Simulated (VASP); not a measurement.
Data:

Space group F-43m (No. 216); a = 5.8649 Å, b = 5.8649 Å, c = 5.8649 Å, α = 90.00°, β = 90.00°, γ = 90.00°

| atom | site | symmetry | x | y | z |
|---|---|---|---|---|---|
| Cd | 4a | -43m | 0.0000 | 0.0000 | 0.0000 |
| S | 4d | -43m | 0.7500 | 0.7500 | 0.7500 |
(The calculation used a cell of 2 atoms; values per cell refer to that cell.)

These are PBE GGA with D3 dispersion (Becke-Johnson damping), VASP's PBE PAW potentials (set 64) (plane waves; VASP) values and carry that method's errors. Run with 520 eV cut-off, 8×8×8 Γ-centred mesh, Gaussian smearing of 0.050 eV, potentials Cd S.

Task: Give the energy at these volumes per atom, relative to the lowest: 23.69, 24.45, 25.21, 25.96, 26.72 Å³.

Result: 19.0, 4.5, 0.0, 3.8, 14.7 meV/atom. A third-order Birch-Murnaghan fit gives B0 = 58.8 GPa and B0′ = 4.6.

Measured: a 5.832 Å (computed value off by +0.6 %), as given by arXiv:1206.3780. The calculation is for a static lattice, while the measured a holds thermal and zero-point effects, which are part of the difference.

The compound is CdS in the zinc blende structure, a metastable form; wurtzite is the usual one. It was relaxed first.
